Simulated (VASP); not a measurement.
Ga2GeSe2:

```
CELL_PARAMETERS angstrom
3.93571 0.00000 0.00000
-1.96785 3.40842 0.00000
0.00000 0.00000 19.26500
ATOMIC_POSITIONS crystal
Ga 0.66667 0.33333 0.65061
Ga 0.33333 0.66667 0.34939
Ga 0.00000 0.00000 0.06385
Ga 0.00000 0.00000 0.93615
Ge 0.33333 0.66667 0.47760
Ge 0.66667 0.33333 0.52240
Se 0.00000 0.00000 0.29260
Se 0.00000 0.00000 0.70740
Se 0.66667 0.33333 0.87947
Se 0.33333 0.66667 0.12053
```

The cell was built by a generator and needn't be a form met in nature.

| Item | Value |
| --- | --- |
| Program | VASP 6.6.1 |
| Task | relaxation of cell and atoms |
| Functional | PBE |
| Potentials or basis | VASP PAW PBE potentials, release 64 (Ga_d, Ge_d, Se) |
| Cutoff | 520 eV |
| k mesh | 10 × 10 × 2 |
| Occupations | gaussian, width 0.1 eV |
| Spin | no spin polarisation |

At the start: pressure -0.0 GPa; volume 25.84 Å³/atom.

Problem. Where does the relaxation end?

Solution. Over 30 steps the energy falls by 6.1 meV/atom and the volume is 27.24 Å³/atom (+5.4 %); space group P-3m1 (No. 164, to 0.05 Å).

Step by step:
```csv
step,energy change (eV),largest force (eV/Å),pressure (GPa),volume (Å³)
1,0.0000,0.1378,-0.04,258.43
2,-0.0146,0.1262,-0.05,258.18
3,-0.0232,0.1066,-0.01,257.70
4,-0.0233,0.0978,-0.01,257.77
5,-0.0259,0.1021,0.06,257.68
6,-0.0262,0.1136,0.07,257.64
7,-0.0283,0.1076,0.06,257.85
8,-0.0336,0.0899,0.15,258.47
9,-0.0402,0.1034,0.40,259.71
10,-0.0390,0.2541,0.84,262.16
11,-0.0419,0.1764,0.56,260.92
12,-0.0431,0.1724,0.55,261.25
13,-0.0462,0.1634,0.46,262.24
14,-0.0513,0.1448,0.31,264.22
15,-0.0570,0.1032,0.01,268.21
16,-0.0534,0.1552,-0.57,276.26
17,-0.0580,0.0740,-0.24,271.03
18,-0.0580,0.0816,-0.15,270.29
19,-0.0580,0.0785,-0.17,270.52
20,-0.0590,0.0639,-0.16,270.75
21,-0.0606,0.0229,-0.02,271.44
22,-0.0607,0.0411,0.00,271.73
23,-0.0607,0.0345,0.00,271.66
24,-0.0609,0.0235,0.00,271.78
25,-0.0610,0.0225,0.00,271.93
26,-0.0610,0.0230,0.02,271.97
27,-0.0611,0.0134,0.00,272.17
28,-0.0612,0.0112,0.01,272.25
29,-0.0612,0.0150,-0.01,272.43
30,-0.0612,0.0096,-0.01,272.36
```

Final structure:
```xyz
10
Lattice="3.8967 0.0000 0.0000 -1.9483 3.3746 0.0000 0.0000 0.0000 20.7119" Properties=species:S:1:pos:R:3 pbc="T T T"
Ga    1.9483    1.1249   13.2669
Ga    0.0000    2.2498    7.4451
Ga    0.0000    0.0000    1.2311
Ga    0.0000    0.0000   19.4808
Ge    0.0000    2.2498    9.9090
Ge    1.9483    1.1249   10.8029
Se    0.0000    0.0000    6.3148
Se    0.0000    0.0000   14.3972
Se    1.9483    1.1249   18.3460
Se    0.0000    2.2498    2.3659
```

Caveat: this functional lacks dispersion, which binds the layers, so the pressure and a relaxed spacing across them are unreliable.
